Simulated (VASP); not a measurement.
Output of a VASP run:

**OUTCAR**
```
 ion  position               nearest neighbor table
   1  0.000  0.500  0.500-   2 2.68   3 2.68   4 2.68   2 2.68   4 2.68   3 2.68   4 2.68   4 2.68
                             2 2.68   3 2.68   2 2.68   3 2.68
   2  0.500  0.500  0.000-   1 2.68   3 2.68   4 2.68   1 2.68   3 2.68   3 2.68   4 2.68   3 2.68
                             1 2.68   4 2.68   1 2.68   4 2.68
   3  0.500  0.000  0.500-   1 2.68   2 2.68   4 2.68   2 2.68   4 2.68   1 2.68   2 2.68   2 2.68
                             1 2.68   4 2.68   4 2.68   1 2.68
   4  0.000  0.000  0.000-   1 2.68   2 2.68   3 2.68   1 2.68   3 2.68   1 2.68   2 2.68   1 2.68
                             2 2.68   3 2.68   3 2.68   2 2.68
  LATTYP: Found a simple cubic cell.
 ALAT       =     3.7857840000
 Subroutine PRICEL returns:
 Original cell was already a primitive cell.
 Subroutine GETGRP returns: Found 48 space group operations
The static configuration has the point symmetry O_h .
The dynamic configuration has the point symmetry O_h .
 Subroutine INISYM returns: Found 48 space group operations
 Subroutine IBZKPT returns following result:
 Found     20 irreducible k-points:

 Following reciprocal coordinates:
            Coordinates               Weight
  0.000000  0.000000  0.000000      1.000000
  0.142857  0.000000  0.000000      6.000000
  0.285714  0.000000  0.000000      6.000000
  0.428571  0.000000  0.000000      6.000000
  0.142857  0.142857  0.000000     12.000000
  0.285714  0.142857  0.000000     24.000000
  0.428571  0.142857  0.000000     24.000000
  0.285714  0.285714  0.000000     12.000000
  0.428571  0.285714  0.000000     24.000000
  0.428571  0.428571  0.000000     12.000000
  0.142857  0.142857  0.142857      8.000000
  0.285714  0.142857  0.142857     24.000000
  0.428571  0.142857  0.142857     24.000000
  0.285714  0.285714  0.142857     24.000000
  0.428571  0.285714  0.142857     48.000000
  0.428571  0.428571  0.142857     24.000000
  0.285714  0.285714  0.285714      8.000000
  0.428571  0.285714  0.285714     24.000000
  0.428571  0.428571  0.285714     24.000000
  0.428571  0.428571  0.428571      8.000000
   k-points           NKPTS =     20   k-points in BZ     NKDIM =     20   number of bands    NBANDS=     23
   number of dos      NEDOS =    301   number of ions     NIONS =      4
   total plane-waves  NPLWV =  13824
   dimension x,y,z NGX =    24 NGY =   24 NGZ =   24
   dimension x,y,z NGXF=    48 NGYF=   48 NGZF=   48
   ions per type =               3   1
   PREC   = accura    normal or accurate (medium, high low for compatibility)
   ISTART =      0    job   : 0-new  1-cont  2-samecut
   ICHARG =      2    charge: 1-file 2-atom 10-const
   ISPIN  =      1    spin polarized calculation?
   LNONCOLLINEAR =      F non collinear calculations
   LSORBIT =      F    spin-orbit coupling
   INIWAV =      1    electr: 0-lowe 1-rand  2-diag
   ENCUT  =  300.0 eV  22.05 Ry    4.70 a.u.   5.35  5.35  5.35*2*pi/ulx,y,z
   NELM   =    100;   NELMIN=  2; NELMDL= -5     # of ELM steps
   EDIFF  = 0.1E-05   stopping-criterion for ELM
   LREAL  =      F    real-space projection
   NLSPLINE    = F    spline interpolate recip. space projectors
   LMAXMIX     =    6 max onsite mixed and CHGCAR
   VOSKOWN=      0    Vosko Wilk Nusair interpolation
   EDIFFG = 0.1E-04   stopping-criterion for IOM
   NSW    =      0    number of steps for IOM
   NBLOCK =      1;   KBLOCK =      1    inner block; outer block
   IBRION =     -1    ionic relax: 0-MD 1-quasi-New 2-CG
   NFREE  =      0    steps in history (QN), initial steepest desc. (CG)
   ISIF   =      2    stress and relaxation
   ISYM   =      2    0-nonsym 1-usesym 2-fastsym
   TEIN   =    0.0    initial temperature
   TEBEG  =    0.0;   TEEND  =   0.0 temperature during run
   SMASS  =  -3.00    Nose mass-parameter (am)
   PSTRESS=    0.0 pullay stress
   NELECT =      38.0000    total number of electrons
   EFERMI =   0.00;   METHOD = LEGACY
   ISMEAR =     0;   SIGMA  =   0.14  broadening in eV -4-tet -1-fermi 0-gaus
   IALGO  =     38    algorithm
   LDIAG  =      T    sub-space diagonalisation (order eigenvalues)
   IMIX   =      4    mixing-type and parameters
     AMIX     =   0.40;   BMIX     =  1.00
...
```

### OSZICAR
```
       N       E                     dE             d eps       ncg     rms          rms(c)
DAV:   1     0.177735125454E+03    0.17774E+03   -0.14385E+04  1040   0.107E+03
DAV:   2    -0.343477697703E+02   -0.21208E+03   -0.20663E+03  1053   0.397E+02
DAV:   3    -0.465352366605E+02   -0.12187E+02   -0.11804E+02  1307   0.685E+01
DAV:   4    -0.467611951982E+02   -0.22596E+00   -0.22462E+00  1110   0.996E+00
DAV:   5    -0.467688603206E+02   -0.76651E-02   -0.76622E-02  1291   0.154E+00    0.380E+01
DAV:   6    -0.447803777624E+02    0.19885E+01   -0.26012E+00   993   0.120E+01    0.175E+01
DAV:   7    -0.442091028385E+02    0.57127E+00   -0.17829E+00  1193   0.876E+00    0.175E+00
DAV:   8    -0.441964485216E+02    0.12654E-01   -0.24381E-01  1334   0.233E+00    0.163E+00
DAV:   9    -0.441812447751E+02    0.15204E-01   -0.91104E-02  1312   0.183E+00    0.324E-01
DAV:  10    -0.441806714464E+02    0.57333E-03   -0.32611E-03  1191   0.414E-01    0.813E-02
DAV:  11    -0.441807386966E+02   -0.67250E-04   -0.49458E-04  1343   0.121E-01    0.526E-02
DAV:  12    -0.441806997227E+02    0.38974E-04   -0.18427E-04  1239   0.717E-02    0.122E-02
DAV:  13    -0.441806967639E+02    0.29588E-05   -0.62902E-06  1068   0.215E-02    0.226E-03
DAV:  14    -0.441806965983E+02    0.16559E-06   -0.43607E-07   607   0.411E-03
   1 F= -.44180697E+02 E0= -.44169521E+02  d E =-.223507E-01
```

File OUTCAR:
```
------------------------ aborting loop because EDIFF is reached ----------------------------------------
  FORCE on cell =-STRESS in cart. coord.  units (eV):
  Direction    XX          YY          ZZ          XY          YZ          ZX
  --------------------------------------------------------------------------------------
  Total       10.8816836     10.8816836     10.8816836      0.0000000      0.0000000     -0.0000000
  in kB      321.3210531    321.3210531    321.3210531      0.0000000      0.0000000     -0.0000000
  external PRESSURE =     321.3210531 kB  Pullay stress =       0.0000000 kB
  volume of cell :       54.26
      direct lattice vectors                 reciprocal lattice vectors
     3.785784000  0.000000000  0.000000000     0.264146079  0.000000000  0.000000000
     0.000000000  3.785784000  0.000000000     0.000000000  0.264146079  0.000000000
     0.000000000  0.000000000  3.785784000     0.000000000  0.000000000  0.264146079
 POSITION                                       TOTAL-FORCE (eV/Angst)
 -----------------------------------------------------------------------------------
      0.00000      1.89289      1.89289         0.000000      0.000000      0.000000
      1.89289      1.89289      0.00000         0.000000      0.000000      0.000000
      1.89289      0.00000      1.89289         0.000000      0.000000      0.000000
      0.00000      0.00000      0.00000         0.000000      0.000000      0.000000
 -----------------------------------------------------------------------------------
    total drift:                                0.000000     -0.000000     -0.000000
  FREE ENERGIE OF THE ION-ELECTRON SYSTEM (eV)
  ---------------------------------------------------
  free  energy   TOTEN  =       -44.1806965983 eV

  energy  without entropy=      -44.1583458573  energy(sigma->0) =      -44.16952123
```
(Selected blocks of OUTCAR.)

File POSCAR:
```
MoOs3
1
    3.7857840000     0.0000000000     0.0000000000
    0.0000000000     3.7857840000     0.0000000000
    0.0000000000     0.0000000000     3.7857840000
Os Mo
3 1
Direct
  0.0000000000   0.5000000000   0.5000000000
  0.5000000000   0.5000000000   0.0000000000
  0.5000000000   0.0000000000   0.5000000000
  0.0000000000   0.0000000000   0.0000000000
```

Problem. Reconstruct the remaining input files.

Solution. Several could match; the one computed here: the input of the run itself, PBE GGA, plane waves, VASP's PBE PAW potentials (set 64).

### KPOINTS
```
Automatic
0
G
 7 7 7
```

INCAR:
```
! general
SYSTEM  = MoOs3
PREC    = Accurate
ENCUT   = 300
LREAL   = .FALSE.
LASPH   = .TRUE.

! electronic loop
EDIFF   = 1E-6
NELM    = 100
ALGO    = Normal
LMAXMIX = 6

! smearing
ISMEAR  = 0
SIGMA   = 0.136

! functional
GGA     = PE

! ions
ISIF    = 2

! output
LWAVE   = .FALSE.
LCHARG  = .FALSE.
```

POTCAR, in this order: Os Mo_sv (PBE.64 set). Program: vasp_std.

At this cut-off the stress carries a Pulay error, which pulls relaxed volumes low.

The structure was generated: MoOs3 was put into an ordered model structure, which need not be its known phase. The cell was not relaxed at this level, and its volume differs by -5.9 % from the start's.
